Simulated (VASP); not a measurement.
**Driving VASP from ASE on Bi2Se3 (Paraguanajuatite)**

Do ASE scripts that read Bi2Se3 (Paraguanajuatite) from different structure formats give one answer, and do several routes find one equilibrium volume? All runs use PBEsol. Left out of this account: at least 1 further run (fields: a reference on another mesh). The start is a cell from a database of measured crystal structures.

Calculated with VASP 6.6.1; PBEsol; plane waves and PAW (Bi_d, Se).

Report form: the programs' logs are mostly left out.

## 1. The structure

It takes space group R-3m (No. 166, trigonal). Conventional cell: a = 4.143 Å, b = 4.143 Å, c = 28.636 Å, α = 90.00°, β = 90.00°, γ = 120.00°. Nearest to Bi lie 6 Se at 2.85 to 3.07 Å. Nearest to Se lie 6 Bi at 3.07 Å. Se has 3 Bi at 2.85 Å nearest. Farther neighbours and most contacts between anions are not listed.

Coordinates:

```xyz
5
Lattice="2.0715 1.1960 9.5453 -2.0715 1.1960 9.5453 0.0000 -2.3920 9.5453" Properties=species:S:1:pos:R:3 pbc="T T T"
Bi    0.0000    0.0000   11.4773
Bi    0.0000    0.0000   17.1587
Se    0.0000    0.0000    0.0000
Se    0.0000    0.0000    6.0622
Se    0.0000    0.0000   22.5738
```

## 2. Total energy, forces and stress (PBEsol, through ASE)

A single point through ASE, with the structure typed into the script.

run.py reads:

```python
import numpy as np
from ase.calculators.vasp import Vasp
from ase import Atoms
from ase.dft.bandgap import bandgap

atoms = Atoms(['Bi', 'Bi', 'Se', 'Se', 'Se'],
              cell=[[2.0715, 1.19598108, 9.54533333], [-2.0715, 1.19598108, 9.54533333], [0.0, -2.39196217, 9.54533333]],
              scaled_positions=[[0.4008, 0.4008, 0.4008], [0.5992, 0.5992, 0.5992], [0.0, 0.0, 0.0], [0.2117, 0.2117, 0.2117], [0.7883, 0.7883, 0.7883]],
              pbc=True)

calc = Vasp(
    xc='pbesol',
    pp='PBE',
    prec='Accurate',
    encut=400,
    ediff=1e-06,
    nelm=100,
    ismear=-1,
    sigma=0.05,
    lreal=False,
    algo='Normal',
    nbands=30,
    lorbit=11,
    lwave=False,
    lcharg=False,
    kpar=4,
    isif=2,
    pp_version='64',
    setups={'Bi': '_d', 'Se': ''},
    kpts=(9, 9, 9),
    gamma=True,
    txt='vasp.out',
)
atoms.calc = calc

print("energy (eV):", round(atoms.get_potential_energy(), 6))
print("Fermi level (eV):", round(calc.get_fermi_level(), 4))
print("forces (eV/A):")
print(np.round(atoms.get_forces(), 4))
print("stress (GPa, Voigt, tension positive):", np.round(atoms.get_stress() * 160.21766, 3))
gap, p1, p2 = bandgap(calc, direct=False)
print("gap on the mesh (eV):", round(gap, 4))
```

The projector-augmented-wave data sets are Bi_d and Se (PBE family, release 64).

On the command line:

```console
$ export ASE_VASP_COMMAND="mpirun -np 4 vasp_std"
$ python run.py
```

Wall time 2.8 min (4 MPI ranks of Intel Xeon Platinum 8488C (Sapphire Rapids), shared host); peak memory 2.6 GiB.

The gap is read on the k-mesh alone, so it is an upper bound where the band edges lie off the mesh, and a coarse mesh can show a gap where there is none. The PAW data sets were made with PBE, which is usual practice but a small mismatch for other functionals.

Numbers from this step:

| Quantity | Value |
| --- | --- |
| SCF cycles | 13 |
| electrons | 48 |
| bands | 30 |
| irreducible k-points | 85 |
| symmetry operations | 12 |
| free energy (TOTEN) | -22.04 eV |
| energy at zero smearing | -22.04 eV |
| Fermi energy | 4.899 eV |
| pressure | -0.3047 GPa |
| metallic, judged on the points sampled | no |
| valence top at k | 0, 0, 0 |
| conduction bottom at k | 0, 0, 0 |
| least direct gap at k | 0, 0, 0 |
| gap on the k-mesh | 0.1332 eV |
| least direct gap on the k-mesh | 0.1332 eV |

Force by atom:

```csv
atom,x (eV/Å),y (eV/Å),z (eV/Å),size
Bi1,0.000,0.000,-0.163,0.163
Bi2,0.000,0.000,0.163,0.163
Se3,0.000,0.000,0.000,0.000
Se4,0.000,0.000,-0.074,0.074
Se5,0.000,0.000,0.074,0.074
```

The pressure is -0.30 GPa and the largest force 0.163 eV/Å, so the cell is not at a minimum at these settings.

## 3. Total energy, forces and stress (PBEsol, through ASE), try 2

System of this step: Bi2Se3 (Paraguanajuatite). Symmetry: R-3m, No. 166, trigonal system. The conventional cell has a = 4.143 Å, b = 4.143 Å, c = 28.636 Å, α = 90.00°, β = 90.00°, γ = 120.00°. Nearest to Bi lie 6 Se at 2.85 to 3.07 Å. Nearest to Se lie 6 Bi at 3.07 Å. Nearest to Se lie 3 Bi at 2.85 Å. Farther neighbours and most contacts between anions are not listed.

The single point through ASE, with the structure read from a CIF with its space group. The file expands to the conventional cell of 15 atoms, on a 6×6×1 mesh.

run.py, as its differences from that of step 2:

```diff
@@ -2,9 +2,6 @@
 from ase.calculators.vasp import Vasp
-from ase import Atoms
+from ase.io import read
 from ase.dft.bandgap import bandgap
 
-atoms = Atoms(['Bi', 'Bi', 'Se', 'Se', 'Se'],
-              cell=[[2.0715, 1.19598108, 9.54533333], [-2.0715, 1.19598108, 9.54533333], [0.0, -2.39196217, 9.54533333]],
-              scaled_positions=[[0.4008, 0.4008, 0.4008], [0.5992, 0.5992, 0.5992], [0.0, 0.0, 0.0], [0.2117, 0.2117, 0.2117], [0.7883, 0.7883, 0.7883]],
-              pbc=True)
+atoms = read('Bi2Se3.cif')
 
@@ -21,3 +18,3 @@
     algo='Normal',
-    nbands=30,
+    nbands=89,
     lorbit=11,
@@ -29,3 +26,3 @@
     setups={'Bi': '_d', 'Se': ''},
-    kpts=(9, 9, 9),
+    kpts=(6, 6, 1),
     gamma=True,
```

Bi2Se3.cif reads:

```cif
data_Bi2Se3
_cell_length_a 4.14300000
_cell_length_b 4.14300000
_cell_length_c 28.63600000
_cell_angle_alpha 90.00000000
_cell_angle_beta 90.00000000
_cell_angle_gamma 120.00000000
_space_group_name_H-M_alt 'R-3m'
_space_group_name_Hall '-R 3 2"'
_space_group_IT_number 166
loop_
_space_group_symop_operation_xyz
'x,y,z'
'-x,-y,-z'
'-y,x-y,z'
'y,-x+y,-z'
'-x+y,-x,z'
'x-y,x,-z'
'y,x,-z'
'-y,-x,z'
'x-y,-y,-z'
'-x+y,y,z'
'-x,-x+y,-z'
'x,x-y,z'
'x+2/3,y+1/3,z+1/3'
'-x+2/3,-y+1/3,-z+1/3'
'-y+2/3,x-y+1/3,z+1/3'
'y+2/3,-x+y+1/3,-z+1/3'
'-x+y+2/3,-x+1/3,z+1/3'
'x-y+2/3,x+1/3,-z+1/3'
'y+2/3,x+1/3,-z+1/3'
'-y+2/3,-x+1/3,z+1/3'
'x-y+2/3,-y+1/3,-z+1/3'
'-x+y+2/3,y+1/3,z+1/3'
'-x+2/3,-x+y+1/3,-z+1/3'
'x+2/3,x-y+1/3,z+1/3'
'x+1/3,y+2/3,z+2/3'
'-x+1/3,-y+2/3,-z+2/3'
'-y+1/3,x-y+2/3,z+2/3'
'y+1/3,-x+y+2/3,-z+2/3'
'-x+y+1/3,-x+2/3,z+2/3'
'x-y+1/3,x+2/3,-z+2/3'
'y+1/3,x+2/3,-z+2/3'
'-y+1/3,-x+2/3,z+2/3'
'x-y+1/3,-y+2/3,-z+2/3'
'-x+y+1/3,y+2/3,z+2/3'
'-x+1/3,-x+y+2/3,-z+2/3'
'x+1/3,x-y+2/3,z+2/3'
loop_
_atom_site_label
_atom_site_type_symbol
_atom_site_symmetry_multiplicity
_atom_site_Wyckoff_symbol
_atom_site_fract_x
_atom_site_fract_y
_atom_site_fract_z
_atom_site_occupancy
Bi1 Bi 6 c 0.3333333333 0.6666666667 0.0674666667 1
Se1 Se 3 a 0.0000000000 0.0000000000 0.0000000000 1
Se2 Se 6 c 0.0000000000 0.0000000000 0.2117000000 1
```

Wall time 57 s (4 MPI ranks); peak memory 1.8 GiB.

Numbers from this step:

- SCF cycles: 14
- electrons: 144
- bands: 89
- irreducible k-points: 7
- free energy (TOTEN): -66.1431 eV
- energy at zero smearing: -66.1417 eV
- Fermi energy: 4.892 eV
- pressure: -0.3426 GPa
- gap on the k-mesh: 0.1418 eV
- least direct gap on the k-mesh: 0.1418 eV

Force by atom:

```csv
atom,x (eV/Å),y (eV/Å),z (eV/Å),size
Bi1,0.000,0.000,-0.191,0.191
Bi2,0.000,0.000,0.191,0.191
Bi3,0.000,0.000,-0.191,0.191
Bi4,0.000,0.000,0.191,0.191
Bi5,0.000,0.000,-0.191,0.191
Bi6,0.000,0.000,0.191,0.191
Se7,0.000,0.000,0.000,0.000
Se8,0.000,0.000,0.000,0.000
Se9,0.000,0.000,0.000,0.000
Se10,0.000,0.000,-0.100,0.100
Se11,0.000,0.000,0.100,0.100
Se12,0.000,0.000,-0.100,0.100
Se13,0.000,0.000,0.100,0.100
Se14,0.000,0.000,-0.100,0.100
Se15,0.000,0.000,0.100,0.100
```

The energy lies -0.48 meV an atom from the first script, since this cell and mesh sample the zone at other points.

## 4. Full relaxation (PBEsol, through ASE)

System of this step: Bi2Se3 (Paraguanajuatite). The structure is trigonal, space group R-3m (No. 166). The conventional cell has a = 4.143 Å, b = 4.143 Å, c = 28.636 Å, α = 90.00°, β = 90.00°, γ = 120.00°. Nearest to Bi lie 6 Se at 2.85 to 3.07 Å. Se has 6 Bi at 3.07 Å nearest. Se has 3 Bi at 2.85 Å nearest. Farther neighbours and most contacts between anions are not listed.

The start need not lie at this functional's minimum. ISIF = 3 frees volume, shape and positions, and EDIFFG sets the threshold on forces and stress at which the search stops.

run.py reads:

```python
import numpy as np
from ase.calculators.vasp import Vasp
from ase import Atoms

atoms = Atoms(['Bi', 'Bi', 'Se', 'Se', 'Se'],
              cell=[[2.0715, 1.19598108, 9.54533333], [-2.0715, 1.19598108, 9.54533333], [0.0, -2.39196217, 9.54533333]],
              scaled_positions=[[0.4008, 0.4008, 0.4008], [0.5992, 0.5992, 0.5992], [0.0, 0.0, 0.0], [0.2117, 0.2117, 0.2117], [0.7883, 0.7883, 0.7883]],
              pbc=True)

calc = Vasp(
    xc='pbesol',
    pp='PBE',
    prec='Accurate',
    encut=400,
    ediff=1e-06,
    nelm=100,
    ismear=-1,
    sigma=0.05,
    lreal=False,
    algo='Normal',
    nbands=30,
    lorbit=11,
    lwave=False,
    lcharg=False,
    kpar=4,
    ibrion=2,
    nsw=60,
    isif=3,
    ediffg=-0.01,
    pp_version='64',
    setups={'Bi': '_d', 'Se': ''},
    kpts=(9, 9, 9),
    gamma=True,
    txt='vasp.out',
)
atoms.calc = calc

print("energy (eV):", round(atoms.get_potential_energy(), 6))
print("Fermi level (eV):", round(calc.get_fermi_level(), 4))
print("forces (eV/A):")
print(np.round(atoms.get_forces(), 4))
print("stress (GPa, Voigt, tension positive):", np.round(atoms.get_stress() * 160.21766, 3))
print("cell (A, degrees):", np.round(atoms.cell.cellpar(), 4))
print("volume (A^3):", round(atoms.get_volume(), 4))
print("positions:")
print(np.round(atoms.get_scaled_positions(), 5))
```

Elapsed: 9.1 min, on 4 MPI ranks; peak memory 3 GiB; 36 min of CPU time.

The bonds form layers, held to each other by dispersion, which PBEsol lacks, so the spacing between them is unreliable. The run keeps the 12 symmetry operations of its start, so it cannot find a distortion of lower symmetry.

Step by step:

```csv
step,energy less that of the first step (eV),largest force (eV/Å),pressure (GPa),volume (Å³)
1,0.0000,0.1632,-0.30,141.89
2,-0.0032,0.0844,0.08,140.78
3,-0.0034,0.0631,0.20,140.45
4,-0.0039,0.0322,-0.09,140.85
5,-0.0040,0.0048,-0.03,140.73
```

```csv
"conventional cell, symmetrised",before,after,change
a (Å),4.143,4.131,-0.3 %
b (Å),4.143,4.131,-0.3 %
c (Å),28.636,28.566,-0.2 %
volume (Å³/atom),28.38,28.15,-0.8 %
```

The atoms that moved most (Å, as changes of fractional coordinates times the final cell):

```csv
atom,dx,dy,dz,length
Bi1,0.000,0.000,-0.014,0.014
Bi2,0.000,0.000,0.014,0.014
Se4,0.000,0.000,-0.008,0.008
Se5,0.000,0.000,0.008,0.008
```

Final coordinates:

```xyz
5
Lattice="2.0655 1.1925 9.5221 -2.0655 1.1925 9.5221 0.0000 -2.3850 9.5221" Properties=species:S:1:pos:R:3 pbc="T T T"
Bi    0.0000    0.0000   11.4352
Bi    0.0000    0.0000   17.1311
Se    0.0000    0.0000    0.0000
Se    0.0000    0.0000    6.0398
Se    0.0000    0.0000   22.5265
```

Numbers from this step:

| Item | Value |
| --- | --- |
| electrons | 48 |
| bands | 30 |
| irreducible k-points | 85 |
| free energy (TOTEN) | -22.05 eV |
| energy at zero smearing | -22.05 eV |
| Fermi energy | 5.004 eV |
| pressure | -0.02726 GPa |
| SCF cycles over all ionic steps | 39 |
| gap on the k-mesh | 0.1091 eV |
| least direct gap on the k-mesh | 0.1091 eV |

It ends with a largest force of 0.005 eV/Å and a pressure of -0.03 GPa.

## 5. Equation of state by an ASE loop (PBEsol)

An ASE loop scales the volume at fixed shape and fractional positions and fits the energies, which gives the bulk modulus of a clamped cell from energies alone.

run.py reads:

```python
import numpy as np
from ase.calculators.vasp import Vasp
from ase.io import read
from ase.eos import EquationOfState
from ase.units import GPa

atoms = read('structure.vasp')

calc = Vasp(
    xc='pbesol',
    pp='PBE',
    prec='Accurate',
    encut=400,
    ediff=1e-06,
    nelm=100,
    ismear=-1,
    sigma=0.05,
    lreal=False,
    algo='Normal',
    nbands=30,
    lorbit=11,
    lwave=False,
    lcharg=False,
    kpar=4,
    isif=2,
    pp_version='64',
    setups={'Bi': '_d', 'Se': ''},
    kpts=(9, 9, 9),
    gamma=True,
    txt='vasp.out',
)
atoms.calc = calc

cell, volumes, energies = atoms.get_cell(), [], []
for x in [0.94, 0.96, 0.98, 1.0, 1.02, 1.04, 1.06]:
    atoms.set_cell(cell * x ** (1 / 3), scale_atoms=True)
    volumes.append(atoms.get_volume())
    energies.append(atoms.get_potential_energy())
    print(f"{x:.2f}  V = {volumes[-1]:.4f} A^3  E = {energies[-1]:.6f} eV")
v0, e0, b0 = EquationOfState(volumes, energies, eos="birchmurnaghan").fit()
print(f"V0 = {v0:.4f} A^3  E0 = {e0:.6f} eV  B0 = {b0 / GPa:.2f} GPa")
```

structure.vasp reads:

```
Bi2Se3
1.0
    2.0715000000      1.1959810826      9.5453333333
   -2.0715000000      1.1959810826      9.5453333333
    0.0000000000     -2.3919621653      9.5453333333
Bi Se
2 3
Direct
    0.4008000000      0.4008000000      0.4008000000
    0.5992000000      0.5992000000      0.5992000000
    0.0000000000      0.0000000000      0.0000000000
    0.2117000000      0.2117000000      0.2117000000
    0.7883000000      0.7883000000      0.7883000000
```

It took 21 min on 4 MPI ranks.

The run was cut off at its time limit.

More ranks or a longer limit might have been enough; this was not tried.

## 6. Relaxation driven by ASE (PBEsol)

Here ASE drives the relaxation and calls VASP for forces and stress at each step.

run.py reads:

```python
import numpy as np
from ase.calculators.vasp import Vasp
from ase import Atoms
from ase.optimize import BFGS
from ase.filters import FrechetCellFilter

atoms = Atoms(['Bi', 'Bi', 'Se', 'Se', 'Se'],
              cell=[[2.0715, 1.19598108, 9.54533333], [-2.0715, 1.19598108, 9.54533333], [0.0, -2.39196217, 9.54533333]],
              scaled_positions=[[0.4008, 0.4008, 0.4008], [0.5992, 0.5992, 0.5992], [0.0, 0.0, 0.0], [0.2117, 0.2117, 0.2117], [0.7883, 0.7883, 0.7883]],
              pbc=True)

calc = Vasp(
    xc='pbesol',
    pp='PBE',
    prec='Accurate',
    encut=400,
    ediff=1e-06,
    nelm=100,
    ismear=-1,
    sigma=0.05,
    lreal=False,
    algo='Normal',
    nbands=30,
    lorbit=11,
    lwave=False,
    lcharg=False,
    kpar=4,
    isif=2,
    pp_version='64',
    setups={'Bi': '_d', 'Se': ''},
    kpts=(9, 9, 9),
    gamma=True,
    txt='vasp.out',
)
atoms.calc = calc

BFGS(FrechetCellFilter(atoms)).run(fmax=0.02, steps=30)
print("cell (A, degrees):", np.round(atoms.cell.cellpar(), 4))
print("volume (A^3):", round(atoms.get_volume(), 4))
print("energy (eV):", round(atoms.get_potential_energy(), 6))
print("Fermi level (eV):", round(calc.get_fermi_level(), 4))
print("forces (eV/A):")
print(np.round(atoms.get_forces(), 4))
print("stress (GPa, Voigt, tension positive):", np.round(atoms.get_stress() * 160.21766, 3))
```

It took 17 min on 4 MPI ranks; peak memory 2.6 GiB.

Numbers from this step:

- optimizer steps: 4
- volume after bfgs: 28.16 Å³/atom

## 7. The runs together

| run | atoms | mesh | energy (eV/atom) | pressure (GPa) |
| --- | --- | --- | --- | --- |
| ASE, structure typed into the script | 5 | 9×9×9 | -4.40896 | -0.305 |
| ASE, structure read from a CIF with its space group | 15 | 6×6×1 | -4.40945 | -0.343 |

## 8. Self-consistent run (PBEsol, through ASE) with a changed input

This run is made with a changed input; what comes of it follows.

run.py, as its differences from that of step 6:

```diff
@@ -3,4 +3,3 @@
 from ase import Atoms
-from ase.optimize import BFGS
-from ase.filters import FrechetCellFilter
+from ase.dft.bandgap import bandgap
 
@@ -17,5 +16,5 @@
     ediff=1e-06,
-    nelm=100,
-    ismear=-1,
-    sigma=0.05,
+    nelm=65,
+    ismear=0,
+    sigma=5.0,
     lreal=False,
@@ -36,5 +35,2 @@
 
-BFGS(FrechetCellFilter(atoms)).run(fmax=0.02, steps=30)
-print("cell (A, degrees):", np.round(atoms.cell.cellpar(), 4))
-print("volume (A^3):", round(atoms.get_volume(), 4))
 print("energy (eV):", round(atoms.get_potential_energy(), 6))
@@ -44 +40,3 @@
 print("stress (GPa, Voigt, tension positive):", np.round(atoms.get_stress() * 160.21766, 3))
+gap, p1, p2 = bandgap(calc, direct=False)
+print("gap on the mesh (eV):", round(gap, 4))
```

It took 4.2 min on 4 MPI ranks; peak memory 2.6 GiB.

The run was stopped at its time limit, by a STOPCAR file.

At the end rms(c) stands at 4e-05, against 7e-04 half way through the cycles shown.

The fault in the input: smearing far too wide (ISMEAR = 0 and SIGMA = 5.0). Lower SIGMA until the entropy term is about 1 meV an atom.

## 9. What came out

```json
{"energy, ASE, structure typed into the script": "-4.40896 eV/atom", "energy, ASE, structure read from a CIF with its space group": "-4.40945 eV/atom", "volume from VASP's own relaxation": "28.15 Å³/atom", "volume from BFGS in ASE": "28.16 Å³/atom"}
```

In words: With the structure read from a CIF with its space group, ASE's run differs from the first script by -0.5 meV an atom, on the larger cell and its own mesh. The routes to the equilibrium volume agree within 0.07 %. A relaxation follows the stress, which carries a basis-set error, while a volume loop fits energies; every loop stops at a tolerance; VASP's relaxation keeps the plane waves of its start, while ASE starts VASP afresh at each cell, and a loop at fixed shape can't relax anything but the volume. Not obtained: equation of state by an ASE loop (PBEsol), because the run hit its time limit. The bonds form layers, and without a dispersion term the spacing between them, and what depends on it, is unreliable.

[Lines on the potential files, build, host, timing and source positions are cut from VASP's logs without a mark.]

[Logs are printed without paths, hosts, clocks, repeated set-up lines and the standing remarks that a program may print on its own settings, such as how far it seeks lower states.]

[Hosts, paths, dates, database ids (printed as entryN), source tags and the programs' standing remarks are cut or masked in the printed files.]

[A measured line is paired with the nearest computed mode of its activity, which favours agreement.]

[In band tables of VASP the shares of atoms and orbitals are scaled to a sum of 1 inside the atoms' spheres.]
